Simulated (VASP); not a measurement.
Output of a VASP run:

### OSZICAR
```
       N       E                     dE             d eps       ncg     rms          rms(c)
DAV:   1     0.234730653182E+03    0.23473E+03   -0.14417E+04  2696   0.184E+03
DAV:   2    -0.915699300031E+01   -0.24389E+03   -0.24216E+03  2832   0.500E+02
DAV:   3    -0.172546824806E+02   -0.80977E+01   -0.80684E+01  3448   0.103E+02
DAV:   4    -0.173665144888E+02   -0.11183E+00   -0.11158E+00  3216   0.124E+01
DAV:   5    -0.173690145418E+02   -0.25001E-02   -0.24990E-02  3672   0.145E+00    0.184E+01
DAV:   6    -0.138357460089E+02    0.35333E+01   -0.21559E+01  2856   0.554E+01    0.292E+00
DAV:   7    -0.138055187287E+02    0.30227E-01   -0.19917E-01  2888   0.559E+00    0.169E+00
DAV:   8    -0.137846658405E+02    0.20853E-01   -0.22708E-02  3544   0.209E+00    0.179E-01
DAV:   9    -0.137844270054E+02    0.23884E-03   -0.49880E-03  2936   0.836E-01    0.109E-01
DAV:  10    -0.137843410373E+02    0.85968E-04   -0.49684E-04  3120   0.233E-01    0.486E-02
DAV:  11    -0.137843397162E+02    0.13211E-05   -0.32584E-05  3928   0.446E-02    0.808E-03
DAV:  12    -0.137843419281E+02   -0.22119E-05   -0.75119E-06  2896   0.319E-02    0.454E-03
DAV:  13    -0.137843424618E+02   -0.53366E-06   -0.89010E-08  1872   0.369E-03    0.153E-03
DAV:  14    -0.137843424654E+02   -0.36948E-08   -0.52144E-08  1400   0.305E-03
   1 F= -.13784342E+02 E0= -.13784644E+02  d E =0.903413E-03
```

**OUTCAR**
```
------------------------ aborting loop because EDIFF is reached ----------------------------------------
  FORCE on cell =-STRESS in cart. coord.  units (eV):
  Direction    XX          YY          ZZ          XY          YZ          ZX
  --------------------------------------------------------------------------------------
  Total       -2.0991740     -2.0991740     -2.0991740      0.0000000      0.0000000     -0.0000000
  in kB     -142.2701489   -142.2701489   -142.2701489      0.0000000      0.0000000     -0.0000000
  external PRESSURE =    -142.2701489 kB  Pullay stress =       0.0000000 kB
  volume of cell :       23.64
      direct lattice vectors                 reciprocal lattice vectors
     2.869998987  0.000000000  0.000000000     0.348432179  0.000000000  0.000000000
     0.000000000  2.869998987  0.000000000     0.000000000  0.348432179  0.000000000
     0.000000000  0.000000000  2.869998987     0.000000000  0.000000000  0.348432179
 POSITION                                       TOTAL-FORCE (eV/Angst)
 -----------------------------------------------------------------------------------
      0.00000      0.00000      0.00000        -0.000000     -0.000000     -0.000000
      1.43500      1.43500      1.43500         0.000000      0.000000      0.000000
 -----------------------------------------------------------------------------------
    total drift:                                0.000000      0.000000     -0.000000
  FREE ENERGIE OF THE ION-ELECTRON SYSTEM (eV)
  ---------------------------------------------------
  free  energy   TOTEN  =       -13.7843424654 eV

  energy  without entropy=      -13.7852458783  energy(sigma->0) =      -13.78464360
```
(Selected blocks of OUTCAR.)

### POSCAR
```
Cr
1
    2.8699989873     0.0000000000     0.0000000000
    0.0000000000     2.8699989873     0.0000000000
    0.0000000000     0.0000000000     2.8699989873
Cr
2
Direct
  0.0000000000   0.0000000000   0.0000000000
  0.5000000000   0.5000000000   0.5000000000
```

**Question.** Write an INCAR and KPOINTS that could have produced this output.

**Answer.** This is not unique; one that fits is the input of the run itself, vdW-DF-cx, plane waves, VASP's PBE PAW potentials (set 64).

**INCAR**
```
SYSTEM = Cr
PREC = Accurate
ENCUT = 520
EDIFF = 1E-7
NELM = 100
ALGO = Normal
LREAL = .FALSE.
LASPH = .TRUE.
ISMEAR = 1
SIGMA = 0.1
GGA = CX
LUSE_VDW = .TRUE.
AGGAC = 0.0
LMAXMIX = 4
LWAVE = .FALSE.
LCHARG = .FALSE.
ISIF = 2
```

**KPOINTS**
```
K-points
0
Gamma
  13 13 13
```

POTCAR, in this order: Cr_pv (PBE.64 set). Program: vasp_std.

The compound is Cr in the bcc, AFM order structure. This cell is one point of a volume scan, at 1.06 of the reference volume. The run is not spin-polarised, so no magnetic state was tried.
